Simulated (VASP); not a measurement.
```xyz
4
Lattice="4.0500 0.0000 0.0000 -2.0250 3.5074 0.0000 0.0000 0.0000 6.7500" Properties=species:S:1:pos:R:3 pbc="T T T"
Hg     0.0000     0.0000     0.0000
Hg     0.0000     0.0000     3.3750
Te     0.0000     2.3383     1.6875
Te     2.0250     1.1691     5.0625
```

Computed with PBEsol GGA, VASP's PBE PAW potentials (set 64) (plane waves; VASP). Settings: 400 eV cut-off, 7×7×4 Γ-centred mesh, Gaussian smearing of 0.050 eV, potentials Hg Te.

Energy and stress use the plane-wave basis of the starting cell.

Problem. The ions, cell shape and volume are relaxed. Which structure does the run end with?

Solution. 
```xyz
4
Lattice="4.1578 0.0000 0.0000 -2.0789 3.6008 0.0000 0.0000 0.0000 7.3429" Properties=species:S:1:pos:R:3 pbc="T T T"
Hg     4.1578     0.0000     0.0000
Hg     4.1578     0.0000     3.6715
Te     0.0000     2.4005     1.8357
Te     2.0789     1.2003     5.5072
```
Space group P6_3/mmc (194), at a tolerance of 0.03 Å.

Problem. How do energy and volume change from the first to the last step?

Solution. The energy (σ→0) changes by -129.7 meV/atom and the volume by +14.7 %, in 9 ionic steps.

```json
[
 {"step": "1", "E(σ→0) (eV)": "-7.6342", "max force (eV/Å)": "0.000", "pressure (GPa)": "12.34", "volume (Å³)": "95.88"},
 {"step": "2", "E(σ→0) (eV)": "-7.9079", "max force (eV/Å)": "0.000", "pressure (GPa)": "-4.97", "volume (Å³)": "123.82"},
 {"step": "3", "E(σ→0) (eV)": "-8.1403", "max force (eV/Å)": "0.000", "pressure (GPa)": "-0.15", "volume (Å³)": "110.77"},
 {"step": "4", "E(σ→0) (eV)": "-8.1402", "max force (eV/Å)": "0.000", "pressure (GPa)": "0.00", "volume (Å³)": "110.46"},
 {"step": "5", "E(σ→0) (eV)": "-8.1458", "max force (eV/Å)": "0.000", "pressure (GPa)": "0.07", "volume (Å³)": "110.29"},
 {"step": "6", "E(σ→0) (eV)": "-8.1528", "max force (eV/Å)": "0.000", "pressure (GPa)": "0.10", "volume (Å³)": "109.79"},
 {"step": "7", "E(σ→0) (eV)": "-8.1528", "max force (eV/Å)": "0.000", "pressure (GPa)": "0.14", "volume (Å³)": "109.73"},
 {"step": "8", "E(σ→0) (eV)": "-8.1526", "max force (eV/Å)": "0.000", "pressure (GPa)": "-0.20", "volume (Å³)": "110.29"},
 {"step": "9", "E(σ→0) (eV)": "-8.1529", "max force (eV/Å)": "0.000", "pressure (GPa)": "-0.01", "volume (Å³)": "109.93"}
]
```

The structure was generated: HgTe was put into the NiAs type type (P6_3/mmc), which need not be its known phase. This run relaxes it. Symmetry was kept, so distortions that lower it aren't found.
